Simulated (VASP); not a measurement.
Input for VASP

### POSCAR
```
SrCl2
1
    0.0000000000     3.4601064366     3.4601064366
    3.4601064366     0.0000000000     3.4601064366
    3.4601064366     3.4601064366     0.0000000000
Sr Cl
1 2
Direct
  0.0000000000   0.0000000000   0.0000000000
  0.2500000000   0.2500000000   0.2500000000
  0.7500000000   0.7500000000   0.7500000000
```

### INCAR
```
SYSTEM  =  SrCl2
PREC  =  Accurate; ENCUT  =  500; LREAL  =  F
LASPH  =  T
EDIFF  =  1E-6; NELM  =  100; ALGO  =  Normal
LMAXMIX  =  4
ISMEAR  =  0; SIGMA  =  0.05
GGA  =  PS
IBRION  =  2; NSW  =  40; ISIF  =  3
EDIFFG  =  -0.02; PSTRESS  =  50
LWAVE  =  F; LCHARG  =  F
```

**KPOINTS**
```
Automatic
0
gamma
 6 6 6
0 0 0
```

POTCAR, in this order: Sr_sv Cl (PBE.64 set). Program: vasp_std.

Q: Translate this PBEsol calculation to Quantum ESPRESSO's pw.x.

A: One equivalent input (not run):
```
&CONTROL
  calculation = 'vc-relax'
  pseudo_dir = './pseudo'
  outdir = './out'
  tprnfor = .true.
  tstress = .true.
  nstep = 40
  forc_conv_thr = 0.00078
/
&SYSTEM
  ibrav = 0
  nat = 3
  ntyp = 2
  ecutwfc = 68
  occupations = 'smearing'
  smearing = 'gaussian'
  degauss = 0.003675
  input_dft = 'pbesol'
/
&ELECTRONS
  conv_thr = 7.3e-08
  electron_maxstep = 100
/
&IONS
/
&CELL
  press = 50
/
ATOMIC_SPECIES
  Sr 87.620 Sr.upf
  Cl 35.450 Cl.upf
CELL_PARAMETERS angstrom
     0.0000000    3.4601064    3.4601064
     3.4601064    0.0000000    3.4601064
     3.4601064    3.4601064    0.0000000
ATOMIC_POSITIONS crystal
  Sr   0.0000000  0.0000000  0.0000000
  Cl   0.2500000  0.2500000  0.2500000
  Cl   0.7500000  0.7500000  0.7500000
K_POINTS automatic
  6 6 6 0 0 0
```
Limits of the translation: the potentials are each code's own (VASP's PAW set, PseudoDojo norm-conserving files in pw.x), so ENCUT and ecutwfc are chosen apart and not converted; conv_thr bounds pw.x's estimated SCF error, while EDIFF bounds the energy change between steps; forc_conv_thr acts on force components and is met together with etot_conv_thr.

The compound is SrCl2 in the fluorite structure. This run relaxes it under an external pressure of 5 GPa. Symmetry was kept, so distortions that lower it aren't found.
